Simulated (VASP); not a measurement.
## Te2Mo: what moves the LDA gap besides the functional

Aim: test what besides the functional moves the gap of Te2Mo. The starting structure is a measured crystal structure from the Crystallography Open Database. The atoms were first relaxed with LDA in that cell, in a run that isn't shown, and the relaxed structure is the one below.

Calculated with VASP 6.6.1; Kohn-Sham DFT with plane waves and PAW; LDA.

### 1. The structure

It takes space group P6_3/mmc (No. 194, hexagonal). The conventional cell has a = 3.518 Å, b = 3.518 Å, c = 13.974 Å, α = 90.00°, β = 90.00°, γ = 120.00°. Te has 3 Mo at 2.70 Å nearest. Nearest to Mo lie 6 Te at 2.70 Å. Farther neighbours and most contacts between anions are not listed.

Structure file:

```xyz
6
Lattice="3.5182 0.0000 0.0000 -1.7591 3.0469 0.0000 0.0000 0.0000 13.9736" Properties=species:S:1:pos:R:3 pbc="T T T"
Te    1.7591    1.0156    5.2792
Te    0.0000    2.0312   12.2660
Te    1.7591    1.0156    1.7076
Te    0.0000    2.0312    8.6944
Mo    1.7591    1.0156   10.4802
Mo    0.0000    2.0312    3.4934
```

### 2. Reference bands

File INCAR:

```
SYSTEM = Te2Mo
PREC = Accurate
ENCUT = 350
EDIFF = 1E-06
NELM = 100
ISMEAR = 0
SIGMA = 0.03
LREAL = .FALSE.
ALGO = Normal
GGA = CA
NBANDS = 42
LASPH = .TRUE.
LORBIT = 11
LWAVE = .FALSE.
LCHARG = .FALSE.
KPAR = 8
```

File POSCAR:

```
Te2Mo
1.0
    3.5182000000      0.0000000000      0.0000000000
   -1.7591000000      3.0468505756      0.0000000000
    0.0000000000      0.0000000000     13.9736000000
Te Mo
4 2
Direct
    0.6666666667      0.3333333333      0.3777982746
    0.3333333333      0.6666666667      0.8777982746
    0.6666666667      0.3333333333      0.1222017254
    0.3333333333      0.6666666667      0.6222017254
    0.6666666667      0.3333333333      0.7500000000
    0.3333333333      0.6666666667      0.2500000000
```

File KPOINTS:

```
Automatic mesh
0
Gamma
8 8 2
0 0 0
```

File KPOINTS_OPT:

```
Line mode
8
Line-mode
Reciprocal
  0.00000000   0.00000000   0.00000000 GAMMA
  0.50000000   0.00000000   0.00000000 M

  0.50000000   0.00000000   0.00000000 M
  0.33333333   0.33333333   0.00000000 K

  0.33333333   0.33333333   0.00000000 K
  0.00000000   0.00000000   0.00000000 GAMMA

  0.00000000   0.00000000   0.00000000 GAMMA
  0.00000000   0.00000000   0.50000000 A

  0.00000000   0.00000000   0.50000000 A
  0.50000000   0.00000000   0.50000000 L

  0.50000000   0.00000000   0.50000000 L
  0.33333333   0.33333333   0.50000000 H

  0.33333333   0.33333333   0.50000000 H
  0.00000000   0.00000000   0.50000000 A

  0.50000000   0.00000000   0.50000000 L
  0.50000000   0.00000000   0.00000000 M

  0.33333333   0.33333333   0.00000000 K
  0.33333333   0.33333333   0.50000000 H
```

PAW data sets: Te and Mo_sv (LDA family, release 64).

Launch:

```console
$ mpirun -np 8 vasp_std
```

The log of the run:

```text
[banner, memory and clock lines left out]
running    8 mpi-ranks, on    1 nodes
 distrk:  each k-point on    1 cores,    8 groups
 distr:  one band on    1 cores,    1 groups

 POSCAR found type information on POSCAR TeMo
 POSCAR found :  2 types and       6 ions
|                                                                             |
|           W    W    AA    RRRRR   N    N  II  N    N   GGGG   !!!           |
|           W    W   A  A   R    R  NN   N  II  NN   N  G    G  !!!           |
|           W    W  A    A  R    R  N N  N  II  N N  N  G       !!!           |
|           W WW W  AAAAAA  RRRRR   N  N N  II  N  N N  G  GGG   !            |
|           WW  WW  A    A  R   R   N   NN  II  N   NN  G    G                |
|           W    W  A    A  R    R  N    N  II  N    N   GGGG   !!!           |
|                                                                             |
|     For optimal performance we recommend to set                             |
|       NCORE = 2 up to number-of-cores-per-socket                            |
|     NCORE specifies how many cores store one orbital (NPAR=cpu/NCORE).      |
|     This setting can greatly improve the performance of VASP for DFT.       |
|     The default, NCORE=1 might be grossly inefficient on modern             |
|     multi-core architectures or massively parallel machines. Do your        |
|     Unfortunately you need to use the default for GW and RPA                |
|     calculations (for HF NCORE is supported but not extensively tested      |
|     yet).                                                                   |
|                                                                             |

 LDA part: xc-table for (Slater(with rela. corr.)+CA(PZ))
 , standard interpolation
 POSCAR, INCAR and KPOINTS ok, starting setup
 FFT: planning ... GRIDC
 FFT: planning ... GRID_SOFT
 FFT: planning ... GRID
 WAVECAR not read
 entering main loop
       N       E                     dE             d eps       ncg     rms          rms(c)
DAV:   1     0.307330643871E+03    0.30733E+03   -0.21902E+04  1976   0.816E+02
DAV:   2    -0.264862045488E+02   -0.33382E+03   -0.31888E+03  1976   0.248E+02
DAV:   3    -0.423247100163E+02   -0.15839E+02   -0.15567E+02  1942   0.479E+01
DAV:   4    -0.426069049074E+02   -0.28219E+00   -0.28195E+00  1992   0.652E+00
DAV:   5    -0.426144668158E+02   -0.75619E-02   -0.75615E-02  1974   0.103E+00    0.226E+01
DAV:   6    -0.417328835795E+02    0.88158E+00   -0.46591E+00  1770   0.116E+01    0.880E+00
DAV:   7    -0.416290931211E+02    0.10379E+00   -0.31139E+00  1744   0.930E+00    0.631E+00
DAV:   8    -0.412293887878E+02    0.39970E+00   -0.73874E-01  1798   0.485E+00    0.191E+00
DAV:   9    -0.412328502372E+02   -0.34614E-02   -0.10783E-01  1918   0.124E+00    0.915E-01
DAV:  10    -0.412273756045E+02    0.54746E-02   -0.19080E-02  1804   0.758E-01    0.239E-01
DAV:  11    -0.412274793079E+02   -0.10370E-03   -0.12328E-03  2104   0.141E-01    0.164E-01
DAV:  12    -0.412275087945E+02   -0.29487E-04   -0.13110E-04  1858   0.485E-02    0.181E-01
DAV:  13    -0.412274218938E+02    0.86901E-04   -0.32446E-04  1786   0.953E-02    0.456E-03
DAV:  14    -0.412274226375E+02   -0.74373E-06   -0.10052E-05  1910   0.140E-02    0.137E-02
DAV:  15    -0.412274226138E+02    0.23727E-07   -0.14879E-07   978   0.189E-03
   1 F= -.41227423E+02 E0= -.41227423E+02  d E =-.430472E-42
 Start KPOINTS_OPT (optional k-point list driver)
k-point batch [1-20\72]
       N       E                     dE             ncg
DAV:   1    -0.128016885053E+04   -0.24196E+05     1992
DAV:   2    -0.784008261736E+04   -0.65599E+04     1962
DAV:   3    -0.815829141203E+04   -0.31821E+03     2002
DAV:   4    -0.816414532655E+04   -0.58539E+01     1952
DAV:   5    -0.816430745569E+04   -0.16213E+00     1996
DAV:   6    -0.816431215718E+04   -0.47015E-02     1966
DAV:   7    -0.816431237552E+04   -0.21834E-03     2038
DAV:   8    -0.816431238619E+04   -0.10670E-04     1500
DAV:   9    -0.816431238675E+04   -0.56081E-06     1294
[...]
k-point batch [61-72\72]
       N       E                     dE             ncg
DAV:   1     0.573133170345E+04   -0.19443E+05     1200
DAV:   2     0.194368682840E+04   -0.37876E+04     1172
DAV:   3     0.175931740941E+04   -0.18437E+03     1160
DAV:   4     0.175612646997E+04   -0.31909E+01     1152
DAV:   5     0.175604622022E+04   -0.80250E-01     1094
DAV:   6     0.175604300161E+04   -0.32186E-02     1140
DAV:   7     0.175604285241E+04   -0.14919E-03     1106
DAV:   8     0.175604284522E+04   -0.71986E-05      938
DAV:   9     0.175604284487E+04   -0.34925E-06      634
```

Run time: 21 s. Hardware: 8 MPI ranks of Intel Xeon Platinum 8559C (Emerald Rapids), shared host; peak memory 2.1 GiB.

Lines that name or quote the potential files are left out of all logs, and their timing lines are given in words.

From OUTCAR (step 2):

```text
ion  position               nearest neighbor table
   1  0.667  0.333  0.378-   6 2.70   6 2.70   6 2.70   3 3.57
   2  0.333  0.667  0.878-   5 2.70   5 2.70   5 2.70   4 3.57
   3  0.667  0.333  0.122-   6 2.70   6 2.70   6 2.70   1 3.57
   4  0.333  0.667  0.622-   5 2.70   5 2.70   5 2.70   2 3.57
   5  0.667  0.333  0.750-   2 2.70   4 2.70   2 2.70   4 2.70   2 2.70   4 2.70
   6  0.333  0.667  0.250-   1 2.70   3 2.70   1 2.70   3 2.70   1 2.70   3 2.70

  LATTYP: Found a hexagonal cell.
 ALAT       =     3.5182000000
 C/A-ratio  =     3.9718037633

 Subroutine GETGRP returns: Found 24 space group operations
 (whereof 12 operations were pure point group operations)

The static configuration has the point symmetry D_3d.
 The point group associated with its full space group is D_6h.

 Found     20 irreducible k-points:

   k-points           NKPTS =     20   k-points in BZ     NKDIM =     20   number of bands    NBANDS=     42

   dimension x,y,z NGX =    24 NGY =   24 NGZ =   90
   dimension x,y,z NGXF=    48 NGYF=   48 NGZF=  180

   ENCUT  =  350.0 eV  25.72 Ry    5.07 a.u.   5.37  5.37 21.32*2*pi/ulx,y,z

   NELECT =      52.0000    total number of electrons

 k-points in reciprocal lattice and weights: Automatic mesh
   0.00000000  0.00000000  0.00000000       0.008
   0.12500000  0.00000000  0.00000000       0.047
   0.25000000  0.00000000  0.00000000       0.047
   0.37500000  0.00000000  0.00000000       0.047
   0.50000000  0.00000000  0.00000000       0.023
   0.12500000  0.12500000  0.00000000       0.047
   0.25000000  0.12500000  0.00000000       0.094
   0.37500000  0.12500000  0.00000000       0.094
   0.25000000  0.25000000  0.00000000       0.047
[...]
0.25000000  0.25000000  0.50000000       0.047
   0.37500000  0.25000000  0.50000000       0.047

 average (electrostatic) potential at core
       1 -86.9746       2 -86.9746       3 -86.9746       4 -86.9746       5 -73.5343
       6 -73.5343

 E-fermi :   8.3198

 k-point     1 :       0.0000    0.0000    0.0000
  band No.  band energies     occupation
    ...
     22       6.9325      2.00000
     23       6.9325      2.00000
     24       6.9681      2.00000
     25       7.7118      2.00000
     26       8.0373      2.00000
     27      10.9143      0.00000
     28      10.9143      0.00000
     29      11.0346      0.00000
     30      11.0346      0.00000
     31      11.1649      0.00000
    ...

 k-point     2 :       0.1250    0.0000    0.0000
  band No.  band energies     occupation
    ...
     22       6.6641      2.00000
     23       6.8798      2.00000
     24       7.0141      2.00000
     25       7.7919      2.00000
     26       7.9256      2.00000
     27      10.2780      0.00000
     28      10.3286      0.00000
     29      10.3535      0.00000
     30      10.4308      0.00000
     31      10.6895      0.00000
    ...

 k-point     3 :       0.2500    0.0000    0.0000
  band No.  band energies     occupation
    ...
     22       6.7142      2.00000
     23       6.7857      2.00000
     24       6.9154      2.00000
     25       7.1017      2.00000
     26       7.2296      2.00000
     27       9.1951      0.00000
     28       9.8047      0.00000
     29       9.8933      0.00000
     30       9.9395      0.00000
     31      10.1890      0.00000
    ...

  Total       -2.3301877     -2.3301877     -1.1206805      0.0000000     -0.0000000      0.0000000
  in kB      -24.9242160    -24.9242160    -11.9870527      0.0000000     -0.0000000      0.0000000
  external PRESSURE =     -20.6118282 kB  Pullay stress =       0.0000000 kB

  energy-cutoff  :      350.00
  volume of cell :      149.79
      direct lattice vectors                 reciprocal lattice vectors
     3.518200000  0.000000000  0.000000000     0.284236257  0.164103880  0.000000000
    -1.759100000  3.046850576  0.000000000     0.000000000  0.328207759  0.000000000
     0.000000000  0.000000000 13.973600000     0.000000000  0.000000000  0.071563520

 POSITION                                       TOTAL-FORCE (eV/Angst)
 -----------------------------------------------------------------------------------
      1.75910      1.01562      5.27920        -0.000000     -0.000000     -0.000276
     -0.00000      2.03123     12.26600        -0.000000     -0.000000     -0.000276
      1.75910      1.01562      1.70760        -0.000000     -0.000000      0.000276
     -0.00000      2.03123      8.69440        -0.000000     -0.000000      0.000276
      1.75910      1.01562     10.48020         0.000000     -0.000000      0.000000
     -0.00000      2.03123      3.49340        -0.000000      0.000000      0.000000
 -----------------------------------------------------------------------------------
    total drift:                               -0.000000      0.000000     -0.000000

  FREE ENERGIE OF THE ION-ELECTRON SYSTEM (eV)
  ---------------------------------------------------
  free  energy   TOTEN  =       -41.2274226138 eV

  energy  without entropy=      -41.2274226138  energy(sigma->0) =      -41.22742261

 total charge
# of ion       s       p       d       tot
------------------------------------------
    1        1.391   1.989   0.069   3.449
    2        1.391   1.989   0.069   3.449
    3        1.391   1.989   0.069   3.449
    4        1.391   1.989   0.069   3.449
    5        2.262   6.151   4.020  12.433
    6        2.262   6.151   4.020  12.433
--------------------------------------------------
tot         10.088  20.258   8.314  38.660

[... 3 further parts left out ...]
```

Spin-orbit coupling is off here; with elements this heavy it can split and shift levels by tenths of an eV. At this level the cell is under a tension of 2.1 GPa, so at these settings it is away from equilibrium.

The reference gap is 0.687 eV.

### 3. Bands with cell and atoms relaxed by LDA

Against step 2 the input has another starting structure. The cell comes from a relaxation at this level, not shown (143.88 Å³).

INCAR is that of step 2.

File POSCAR:

```
Te2Mo
1.0
    3.4741680515      0.0000000000      0.0000000000
   -1.7370840257      3.0087177896      0.0000000000
    0.0000000000      0.0000000000     13.7643414888
Te Mo
4 2
Direct
    0.6666666667      0.3333333333      0.3807221395
    0.3333333333      0.6666666667      0.8807221395
    0.6666666667      0.3333333333      0.1192778605
    0.3333333333      0.6666666667      0.6192778605
    0.6666666667      0.3333333333      0.7500000000
    0.3333333333      0.6666666667      0.2500000000
```

KPOINTS is that of step 2.

KPOINTS_OPT is that of step 2.

Launch:

```console
$ mpirun -np 8 vasp_std
```

The log of the run:

```text
[banner, memory and clock lines left out]
running    8 mpi-ranks, on    1 nodes
[...]
[... a notice as in an earlier step ...]

 LDA part: xc-table for (Slater(with rela. corr.)+CA(PZ))
 , standard interpolation
 POSCAR, INCAR and KPOINTS ok, starting setup
[...]
entering main loop
       N       E                     dE             d eps       ncg     rms          rms(c)
DAV:   1     0.310335182264E+03    0.31034E+03   -0.21874E+04  1976   0.818E+02
DAV:   2    -0.266165640998E+02   -0.33695E+03   -0.32202E+03  2008   0.252E+02
DAV:   3    -0.423417640718E+02   -0.15725E+02   -0.15477E+02  1980   0.483E+01
DAV:   4    -0.426124259253E+02   -0.27066E+00   -0.27045E+00  1976   0.647E+00
[...]
DAV:  13    -0.412584665014E+02    0.72030E-04   -0.27180E-04  1798   0.879E-02    0.130E-02
DAV:  14    -0.412584670336E+02   -0.53224E-06   -0.12779E-05  1872   0.167E-02    0.145E-02
DAV:  15    -0.412584670156E+02    0.17976E-07   -0.21817E-07   978   0.205E-03
   1 F= -.41258467E+02 E0= -.41258467E+02  d E =-.354439E-20
 Start KPOINTS_OPT (optional k-point list driver)
k-point batch [1-20\72]
       N       E                     dE             ncg
DAV:   1    -0.640185668719E+03   -0.24293E+05     1992
DAV:   2    -0.730783790607E+04   -0.66677E+04     1994
DAV:   3    -0.762641239779E+04   -0.31857E+03     1936
DAV:   4    -0.763200226018E+04   -0.55899E+01     1952
DAV:   5    -0.763213963641E+04   -0.13738E+00     1952
DAV:   6    -0.763214396554E+04   -0.43291E-02     1984
DAV:   7    -0.763214416150E+04   -0.19596E-03     1986
DAV:   8    -0.763214417083E+04   -0.93230E-05     1528
DAV:   9    -0.763214417129E+04   -0.46658E-06     1300
[...]
k-point batch [61-72\72]
       N       E                     dE             ncg
DAV:   1     0.638176833377E+04   -0.19502E+05     1200
DAV:   2     0.250131180026E+04   -0.38805E+04     1186
DAV:   3     0.231256178886E+04   -0.18875E+03     1152
DAV:   4     0.230940298456E+04   -0.31588E+01     1116
DAV:   5     0.230932843146E+04   -0.74553E-01     1130
DAV:   6     0.230932562485E+04   -0.28066E-02     1124
DAV:   7     0.230932550301E+04   -0.12184E-03     1150
DAV:   8     0.230932549756E+04   -0.54574E-05      900
DAV:   9     0.230932549731E+04   -0.25015E-06      656
```

The job ended after 24 s (8 MPI ranks; peak memory 2 GiB; 3 min of CPU time).

Parts of OUTCAR (step 3):

```text
  Total       -0.2459679     -0.2459679     -0.2409762     -0.0000000      0.0000000      0.0000000
  in kB       -2.7390585     -2.7390585     -2.6834719     -0.0000000      0.0000000      0.0000000
  external PRESSURE =      -2.7205296 kB  Pullay stress =       0.0000000 kB

 POSITION                                       TOTAL-FORCE (eV/Angst)
 -----------------------------------------------------------------------------------
      1.73708      1.00291      5.24039        -0.000000      0.000000      0.003488
     -0.00000      2.00581     12.12256         0.000000     -0.000000      0.003488
      1.73708      1.00291      1.64178        -0.000000     -0.000000     -0.003488
     -0.00000      2.00581      8.52395        -0.000000      0.000000     -0.003488
      1.73708      1.00291     10.32326        -0.000000     -0.000000     -0.000000
     -0.00000      2.00581      3.44109         0.000000      0.000000     -0.000000
 -----------------------------------------------------------------------------------
    total drift:                                0.000000     -0.000000      0.000000

  FREE ENERGIE OF THE ION-ELECTRON SYSTEM (eV)
  ---------------------------------------------------
  free  energy   TOTEN  =       -41.2584670156 eV

  energy  without entropy=      -41.2584670156  energy(sigma->0) =      -41.25846702

[... 1 part as in an earlier step ...]

[... 2 further parts left out ...]
[key lines of the parts left out:]
E-fermi :   8.7562
```

With cell and atoms relaxed by LDA the gap is 0.628 eV, -0.059 eV from the reference.

### 4. Bands with no band path

Against step 2 the input has no band path (also changed: NBANDS).

Edit INCAR of step 3 so:

```diff
@@ -10,3 +10,3 @@
 GGA = CA
-NBANDS = 42
+NBANDS = 32
 LASPH = .TRUE.
```

File POSCAR:

```
Te2Mo
1.0
    3.5182000000      0.0000000000      0.0000000000
   -1.7591000000      3.0468505756      0.0000000000
    0.0000000000      0.0000000000     13.9736000000
Te Mo
4 2
Direct
    0.6666666667      0.3333333333      0.3777982746
    0.3333333333      0.6666666667      0.8777982746
    0.6666666667      0.3333333333      0.1222017254
    0.3333333333      0.6666666667      0.6222017254
    0.6666666667      0.3333333333      0.7500000000
    0.3333333333      0.6666666667      0.2500000000
```

KPOINTS is that of step 3.

Launch:

```console
$ mpirun -np 8 vasp_std
```

The log of the run:

```text
[... set-up lines as in an earlier step ...]
 entering main loop
       N       E                     dE             d eps       ncg     rms          rms(c)
DAV:   1     0.306946433129E+03    0.30695E+03   -0.22654E+04  1592   0.107E+03
DAV:   2    -0.253471337467E+02   -0.33229E+03   -0.32425E+03  1640   0.298E+02
DAV:   3    -0.422323575817E+02   -0.16885E+02   -0.16724E+02  1592   0.569E+01
DAV:   4    -0.426033709201E+02   -0.37101E+00   -0.37018E+00  1512   0.866E+00
[...]
DAV:  13    -0.412274282941E+02    0.42146E-04   -0.96426E-05  1624   0.577E-02    0.701E-02
DAV:  14    -0.412274232685E+02    0.50255E-05   -0.19766E-05  1472   0.189E-02    0.313E-02
DAV:  15    -0.412274231907E+02    0.77823E-07   -0.40800E-07   896   0.350E-03
   1 F= -.41227423E+02 E0= -.41227423E+02  d E =-.103947E-23
```

Elapsed: 12 s, on 8 MPI ranks; peak memory 1.7 GiB.

Parts of OUTCAR (step 4):

```text
  Total       -2.3430876     -2.3430876     -1.1380738      0.0000000      0.0000000      0.0000000
  in kB      -25.0621958    -25.0621958    -12.1730953      0.0000000      0.0000000      0.0000000
  external PRESSURE =     -20.7658289 kB  Pullay stress =       0.0000000 kB

 POSITION                                       TOTAL-FORCE (eV/Angst)
 -----------------------------------------------------------------------------------
      1.75910      1.01562      5.27920        -0.000000     -0.000000      0.000006
     -0.00000      2.03123     12.26600        -0.000000      0.000000      0.000006
      1.75910      1.01562      1.70760         0.000000     -0.000000     -0.000006
     -0.00000      2.03123      8.69440        -0.000000      0.000000     -0.000006
      1.75910      1.01562     10.48020        -0.000000      0.000000     -0.000000
     -0.00000      2.03123      3.49340         0.000000     -0.000000     -0.000000
 -----------------------------------------------------------------------------------
    total drift:                               -0.000000      0.000000     -0.000000

  FREE ENERGIE OF THE ION-ELECTRON SYSTEM (eV)
  ---------------------------------------------------
  free  energy   TOTEN  =       -41.2274231907 eV

  energy  without entropy=      -41.2274231907  energy(sigma->0) =      -41.22742319

[... 1 part as in an earlier step ...]

[... 2 further parts left out ...]
[key lines of the parts left out:]
E-fermi :   8.2417
```

With no band path the gap is 0.776 eV, +0.089 eV from the reference, read on the mesh alone.

[end of part 1 of 2]

[Lines on the potential files, build, host, timing and source positions are cut from VASP's logs without a mark.]

[Logs are printed without paths, hosts, clocks, repeated set-up lines and the standing remarks that a program may print on its own settings, such as how far it seeks lower states.]

[Hosts, paths, dates, database ids (printed as entryN), source tags and the programs' standing remarks are cut or masked in the printed files.]
